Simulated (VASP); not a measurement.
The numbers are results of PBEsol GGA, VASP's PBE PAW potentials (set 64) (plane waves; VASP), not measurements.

Input for VASP

File POSCAR:
```
CsPbCl3
1.0
  4.8566674409   0.0000000000   0.0000000000
  0.0000000000   4.8566674409   0.0000000000
  0.0000000000   0.0000000000   4.8566674409
Cs Pb Cl
1 1 3
Direct
  0.0000000000   0.0000000000   0.0000000000
  0.5000000000   0.5000000000   0.5000000000
  0.5000000000   0.0000000000   0.5000000000
  0.0000000000   0.5000000000   0.5000000000
  0.5000000000   0.5000000000   0.0000000000
```

INCAR:
```
ALGO = Normal
EDIFF = 1E-6
EDIFFG = -0.02
ENCUT = 500
GGA = PS
IBRION = 2
ISIF = 3
ISMEAR = 1
LASPH = T
LCHARG = F
LMAXMIX = 4
LREAL = F
LWAVE = F
NELM = 100
NSW = 40
PREC = Accurate
PSTRESS = 300
SIGMA = 0.1
SYSTEM = CsPbCl3
```

KPOINTS:
```
Automatic mesh
0
gamma
  6 6 6
```

POTCAR, in this order: Cs_sv Pb_d Cl (PBE.64 set). Program: vasp_std.

What VASP printed:

**OUTCAR**
```
 ion  position               nearest neighbor table
   1  0.000  0.000  0.000-
   2  0.500  0.500  0.500-   3 2.43   4 2.43   5 2.43   5 2.43   3 2.43   4 2.43
   3  0.500  0.000  0.500-   2 2.43   2 2.43
   4  0.000  0.500  0.500-   2 2.43   2 2.43
   5  0.500  0.500  0.000-   2 2.43   2 2.43
  LATTYP: Found a simple cubic cell.
 ALAT       =     4.8566674409
 Subroutine PRICEL returns:
 Original cell was already a primitive cell.
 Subroutine GETGRP returns: Found 48 space group operations
The static configuration has the point symmetry O_h .
The dynamic configuration has the point symmetry O_h .
 Subroutine INISYM returns: Found 48 space group operations
 Subroutine IBZKPT returns following result:
 Found     20 irreducible k-points:

 Following reciprocal coordinates:
            Coordinates               Weight
  0.000000  0.000000  0.000000      1.000000
  0.166667  0.000000  0.000000      6.000000
  0.333333  0.000000  0.000000      6.000000
  0.500000  0.000000  0.000000      3.000000
  0.166667  0.166667  0.000000     12.000000
  0.333333  0.166667  0.000000     24.000000
  0.500000  0.166667  0.000000     12.000000
  0.333333  0.333333  0.000000     12.000000
  0.500000  0.333333  0.000000     12.000000
  0.500000  0.500000  0.000000      3.000000
  0.166667  0.166667  0.166667      8.000000
  0.333333  0.166667  0.166667     24.000000
  0.500000  0.166667  0.166667     12.000000
  0.333333  0.333333  0.166667     24.000000
  0.500000  0.333333  0.166667     24.000000
  0.500000  0.500000  0.166667      6.000000
  0.333333  0.333333  0.333333      8.000000
  0.500000  0.333333  0.333333     12.000000
  0.500000  0.500000  0.333333      6.000000
  0.500000  0.500000  0.500000      1.000000
   k-points           NKPTS =     20   k-points in BZ     NKDIM =     20   number of bands    NBANDS=     26
   number of dos      NEDOS =    301   number of ions     NIONS =      5
   total plane-waves  NPLWV =  46656
   dimension x,y,z NGX =    36 NGY =   36 NGZ =   36
   dimension x,y,z NGXF=    72 NGYF=   72 NGZF=   72
   ions per type =               1   1   3
   PREC   = accura    normal or accurate (medium, high low for compatibility)
   ISTART =      0    job   : 0-new  1-cont  2-samecut
   ICHARG =      2    charge: 1-file 2-atom 10-const
   ISPIN  =      1    spin polarized calculation?
   LNONCOLLINEAR =      F non collinear calculations
   LSORBIT =      F    spin-orbit coupling
   INIWAV =      1    electr: 0-lowe 1-rand  2-diag
   ENCUT  =  500.0 eV  36.75 Ry    6.06 a.u.   8.85  8.85  8.85*2*pi/ulx,y,z
   NELM   =    100;   NELMIN=  2; NELMDL= -5     # of ELM steps
   EDIFF  = 0.1E-05   stopping-criterion for ELM
   LREAL  =      F    real-space projection
   NLSPLINE    = F    spline interpolate recip. space projectors
   LMAXMIX     =    4 max onsite mixed and CHGCAR
   VOSKOWN=      0    Vosko Wilk Nusair interpolation
   EDIFFG = -.2E-01   stopping-criterion for IOM
   NSW    =     40    number of steps for IOM
   NBLOCK =      1;   KBLOCK =     40    inner block; outer block
   IBRION =      2    ionic relax: 0-MD 1-quasi-New 2-CG
   NFREE  =      1    steps in history (QN), initial steepest desc. (CG)
   ISIF   =      3    stress and relaxation
   ISYM   =      2    0-nonsym 1-usesym 2-fastsym
   TEIN   =    0.0    initial temperature
   TEBEG  =    0.0;   TEEND  =   0.0 temperature during run
   SMASS  =  -3.00    Nose mass-parameter (am)
   PSTRESS=  300.0 pullay stress
   NELECT =      44.0000    total number of electrons
   EFERMI =   0.00;   METHOD = LEGACY
   ISMEAR =     1;   SIGMA  =   0.10  broadening in eV -4-tet -1-fermi 0-gaus
   IALGO  =     38    algorithm
   LDIAG  =      T    sub-space diagonalisation (order eigenvalues)
...
```

**OSZICAR**
```
       N       E                     dE             d eps       ncg     rms          rms(c)
DAV:   1     0.452663645008E+03    0.45266E+03   -0.20624E+04  1040   0.166E+03
DAV:   2     0.422137351200E+02   -0.41045E+03   -0.39963E+03  1164   0.396E+02
DAV:   3    -0.126409338712E+02   -0.54855E+02   -0.53654E+02  1340   0.145E+02
DAV:   4    -0.147665646367E+02   -0.21256E+01   -0.20643E+01  1336   0.304E+01
DAV:   5    -0.148481544698E+02   -0.81590E-01   -0.81470E-01  1574   0.594E+00    0.163E+01
DAV:   6    -0.144747856568E+02    0.37337E+00   -0.80725E-01  1442   0.815E+00    0.967E+00
DAV:   7    -0.144520975524E+02    0.22688E-01   -0.59382E-01  1644   0.504E+00    0.146E+00
DAV:   8    -0.144438124271E+02    0.82851E-02   -0.11999E-01  1528   0.357E+00    0.389E-01
DAV:   9    -0.144437679309E+02    0.44496E-04   -0.82904E-03  1590   0.997E-01    0.423E-02
DAV:  10    -0.144438588176E+02   -0.90887E-04   -0.42875E-04  1280   0.143E-01    0.218E-02
DAV:  11    -0.144438806686E+02   -0.21851E-04   -0.62466E-05  1632   0.824E-02    0.204E-02
DAV:  12    -0.144438811789E+02   -0.51034E-06   -0.11681E-05  1496   0.245E-02    0.300E-03
DAV:  13    -0.144438813857E+02   -0.20673E-06   -0.93433E-07   928   0.753E-03
   1 F= 0.70060433E+01 E0= 0.70060258E+01  d E =0.700604E+01
```

OUTCAR:
```
------------------------ aborting loop because EDIFF is reached ----------------------------------------
  FORCE on cell =-STRESS in cart. coord.  units (eV):
  Direction    XX          YY          ZZ          XY          YZ          ZX
  --------------------------------------------------------------------------------------
  Total       21.4088653     21.4088653     21.4088653      0.0000000      0.0000000     -0.0000000
  in kB      299.4257413    299.4257413    299.4257413      0.0000000      0.0000000     -0.0000000
  external PRESSURE =      -0.5742587 kB  Pullay stress =     300.0000000 kB
  volume of cell :      114.56
      direct lattice vectors                 reciprocal lattice vectors
     4.856667441  0.000000000  0.000000000     0.205902507  0.000000000  0.000000000
     0.000000000  4.856667441  0.000000000     0.000000000  0.205902507  0.000000000
     0.000000000  0.000000000  4.856667441     0.000000000  0.000000000  0.205902507
 POSITION                                       TOTAL-FORCE (eV/Angst)
 -----------------------------------------------------------------------------------
      0.00000      0.00000      0.00000         0.000000      0.000000      0.000000
      2.42833      2.42833      2.42833         0.000000      0.000000      0.000000
      2.42833      0.00000      2.42833         0.000000      0.000000      0.000000
      0.00000      2.42833      2.42833         0.000000      0.000000      0.000000
      2.42833      2.42833      0.00000         0.000000      0.000000      0.000000
 -----------------------------------------------------------------------------------
    total drift:                                0.000000      0.000000      0.000000
  FREE ENERGIE OF THE ION-ELECTRON SYSTEM (eV)
  ---------------------------------------------------
  free  energy   TOTEN  =       -14.4438813857 eV

  energy  without entropy=      -14.4439339092  energy(sigma->0) =      -14.44389889
  enthalpy is  TOTEN    =         7.0060432770 eV   P V=       21.4499246626

 reached required accuracy - stopping structural energy minimisation
```
(Selected blocks of OUTCAR.)

The compound is CsPbCl3 in the cubic perovskite structure, the ideal cubic form; the compound distorts at low or room temperature. It was relaxed first under an external pressure of 30 GPa.
